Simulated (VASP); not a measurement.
Consider the following.

```
CELL_PARAMETERS angstrom
      0.00085     5.43463     5.42878
      5.43463     0.00085     5.42878
      2.71774     2.71774     0.00000
ATOMIC_POSITIONS crystal
  Be 0.99935 0.99935 0.00129
  Be 0.97018 0.51185 0.01797
  Be 0.51185 0.97018 0.01797
  Be 0.51753 0.51753 0.96493
  Te 0.12580 0.12580 0.24839
  Te 0.12516 0.62428 0.25056
  Te 0.62428 0.12516 0.25056
  S  0.62584 0.62584 0.24832
```

Level of theory: PBEsol GGA, VASP's PBE PAW potentials (set 64) (plane waves; VASP). Settings: 400 eV cut-off, 4×4×8 Γ-centred mesh, tetrahedra with Blöchl corrections, potentials Be Te S.

Unless said otherwise, spin-orbit coupling is left out, though it shifts the bands of the heavy elements here.

Q: Estimate the energy per atom (σ→0), band gap (on the k-mesh) with the smallest direct gap where there is one.

A: 
| Item | Value |
|---|---|
| band gap (on the k-mesh) | 1.36 eV |
| smallest direct gap (on the k-mesh) | 1.36 eV |
| energy per atom (σ→0) | -4.324 eV/atom |

Only differences to runs with the same potentials and settings are physical.

The structure was generated: Be4STe3 was put into an ordered model structure (Amm2), which need not be its known phase. It was relaxed first.
